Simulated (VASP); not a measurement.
LiF:

```
Li F
1.0
     0.00000    2.04171    2.04171
     2.04171    0.00000    2.04171
     2.04171    2.04171    0.00000
Li F
1 1
Cartesian
  0.0000 0.0000 0.0000
  2.0417 2.0417 2.0417
```

The cell is a database's computed one.

```yaml
Program: VASP 6.6.1
Task: relaxation of cell and atoms
Functional: r2SCAN
Dispersion: rVV10
Potentials_or_basis: VASP PAW PBE potentials, release 64 (Li_sv, F)
Cutoff: 600 eV
k_mesh: 10 × 10 × 10
Occupations: gaussian, width 0.02 eV
Spin: no spin polarisation
```

At the start: pressure -6.8 GPa; volume 8.51 Å³/atom.

**Question.** How do energy, volume and symmetry change on relaxing?

**Answer.** Over 4 steps the energy falls by 17.9 meV/atom and the volume is 7.74 Å³/atom (-9.0 %); space group Fm-3m (No. 225, to 0.05 Å).

The path:
| step | energy change (eV) | largest force (eV/Å) | pressure (GPa) | volume (Å³) |
| --- | --- | --- | --- | --- |
| 1 | 0.0000 | 0.0000 | -6.77 | 17.02 |
| 2 | -0.0282 | 0.0000 | -3.50 | 16.15 |
| 3 | -0.0357 | 0.0000 | 0.26 | 15.44 |
| 4 | -0.0358 | 0.0000 | 0.01 | 15.49 |

Final structure:
```
Li F
1.0
     0.00000    1.97839    1.97839
     1.97839    0.00000    1.97839
     1.97839    1.97839    0.00000
Li F
1 1
Direct
  0.00000 0.00000 0.00000
  0.50000 0.50000 0.50000
```

Caveat: the cutoff is under 1.25 times the usual one of these potentials, so pressure, stress and relaxed cells hold a basis-set (Pulay) error; the PAW data sets were made with another functional, which shifts forces and pressure a little.
